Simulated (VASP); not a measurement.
All values below come from TPSS meta-GGA, VASP's PBE PAW potentials (set 64) (plane waves; VASP).

VASP ran on this input.

KPOINTS:
```
Automatic
0
gamma
  9 9 9
```

File POSCAR:
```
GaAs
1.0
  0.0000000000   2.8555165172   2.8555165172
  2.8555165172   0.0000000000   2.8555165172
  2.8555165172   2.8555165172   0.0000000000
Ga As
1 1
Cartesian
  0.0000000000   0.0000000000   0.0000000000
  1.4277582586   1.4277582586   1.4277582586
```

File KPOINTS_OPT:
```
k-points along high-symmetry lines
10
Line-mode
Reciprocal
  0.000000   0.000000   0.000000 ! GAMMA
 -0.500000  -0.500000   0.000000 ! X

 -0.500000  -0.500000   0.000000 ! X
 -0.375000  -0.375000   0.250000 ! U

 -0.375000   0.000000   0.375000 ! K
  0.000000   0.000000   0.000000 ! GAMMA

  0.000000   0.000000   0.000000 ! GAMMA
  0.000000   0.000000   0.500000 ! L

  0.000000   0.000000   0.500000 ! L
 -0.500000  -0.250000   0.250000 ! W

 -0.500000  -0.250000   0.250000 ! W
 -0.500000  -0.500000   0.000000 ! X
```

**INCAR**
```
LREAL=.False.
PREC=Accurate
ISIF=2   ! forces and stress, cell fixed
LMAXMIX=4   ! l cut-off of mixed one-centre charges
ISMEAR=-5
LASPH=.True.   ! aspherical one-centre terms
NEDOS=601   ! DOS grid
NELM=100   ! most electronic steps
LORBIT=11   ! lm-projected
METAGGA=TPSS
EDIFF=1E-7
LMIXTAU=.True.
LCHARG=.False.
ENCUT=520   ! plane-wave cut-off (eV)
ALGO=Normal
SYSTEM=GaAs
LWAVE=.False.
```

POTCAR, in this order: Ga_d As (PBE.64 set). Program: vasp_std.

What VASP printed:

OSZICAR:
```
       N       E                     dE             d eps       ncg     rms          rms(c)
DAV:   1     0.612673855395E+02    0.61267E+02   -0.91212E+03   926   0.190E+03
DAV:   2    -0.185528375834E+02   -0.79820E+02   -0.77209E+02  1000   0.322E+02
DAV:   3    -0.242637837754E+02   -0.57109E+01   -0.56878E+01  1145   0.742E+01
DAV:   4    -0.243557938903E+02   -0.92010E-01   -0.91973E-01  1076   0.105E+01
DAV:   5    -0.243571903004E+02   -0.13964E-02   -0.13963E-02  1105   0.104E+00    0.265E+00
DAV:   6    -0.241728809005E+02    0.18431E+00   -0.34760E+00   930   0.222E+01    0.178E+00
DAV:   7    -0.241654757271E+02    0.74052E-02   -0.20392E-01  1279   0.474E+00    0.110E+00
DAV:   8    -0.238338211493E+02    0.33165E+00   -0.35950E-01   910   0.728E+00    0.524E-01
DAV:   9    -0.240768958636E+02   -0.24307E+00   -0.63937E-02   920   0.350E+00    0.519E-01
DAV:  10    -0.240780089855E+02   -0.11131E-02   -0.59172E-03  1058   0.143E+00    0.288E-01
DAV:  11    -0.241819829249E+02   -0.10397E+00   -0.92114E-02   910   0.283E+00    0.328E-01
DAV:  12    -0.241873467558E+02   -0.53638E-02   -0.55623E-03  1172   0.113E+00    0.175E-01
DAV:  13    -0.241891588326E+02   -0.18121E-02   -0.76866E-04   910   0.301E-01    0.161E-01
DAV:  14    -0.241923872281E+02   -0.32284E-02   -0.12778E-03   925   0.371E-01    0.451E-02
DAV:  15    -0.241946333570E+02   -0.22461E-02   -0.13722E-03   920   0.452E-01    0.457E-02
DAV:  16    -0.241945966019E+02    0.36755E-04   -0.86911E-05   995   0.916E-02    0.249E-02
DAV:  17    -0.241945953133E+02    0.12886E-05   -0.80740E-07  1146   0.989E-03    0.253E-02
DAV:  18    -0.241946567837E+02   -0.61470E-04   -0.27531E-05  1010   0.679E-02    0.895E-03
DAV:  19    -0.241946570046E+02   -0.22088E-06   -0.53121E-06   975   0.264E-02    0.387E-03
DAV:  20    -0.241946587199E+02   -0.17153E-05   -0.16401E-06  1035   0.237E-02    0.269E-03
DAV:  21    -0.241946595866E+02   -0.86668E-06   -0.40702E-07   940   0.672E-03    0.176E-03
DAV:  22    -0.241946594007E+02    0.18591E-06   -0.26167E-07   964   0.101E-02    0.962E-04
DAV:  23    -0.241946594331E+02   -0.32412E-07   -0.10004E-07   630   0.451E-03
   1 F= -.24194659E+02 E0= -.24194659E+02  d E =0.000000E+00
       N       E                     dE             ncg
       N       E                     dE             ncg
```

OUTCAR:
```
------------------------ aborting loop because EDIFF is reached ----------------------------------------
  FORCE on cell =-STRESS in cart. coord.  units (eV):
  Direction    XX          YY          ZZ          XY          YZ          ZX
  --------------------------------------------------------------------------------------
  Total        0.0158145      0.0158145      0.0158145      0.0000000      0.0000000     -0.0000000
  in kB        0.5441045      0.5441045      0.5441045      0.0000000      0.0000000     -0.0000000
  external PRESSURE =       0.5441045 kB  Pullay stress =       0.0000000 kB
  volume of cell :       46.57
      direct lattice vectors                 reciprocal lattice vectors
     0.000000000  2.855516517  2.855516517    -0.175099670  0.175099670  0.175099670
     2.855516517  0.000000000  2.855516517     0.175099670 -0.175099670  0.175099670
     2.855516517  2.855516517  0.000000000     0.175099670  0.175099670 -0.175099670
  FREE ENERGIE OF THE ION-ELECTRON SYSTEM (eV)
  ---------------------------------------------------
  free  energy   TOTEN  =       -24.1946594331 eV

  energy  without entropy=      -24.1946594331  energy(sigma->0) =      -24.19465943

 total charge

# of ion       s       p       d       tot
------------------------------------------
    1        0.865   0.755   9.996  11.616
    2        1.204   1.592   0.029   2.824
--------------------------------------------------
tot          2.068   2.346  10.026  14.440
```
(Selected blocks of OUTCAR.)

The compound is GaAs in the zinc blende structure. It was relaxed first.
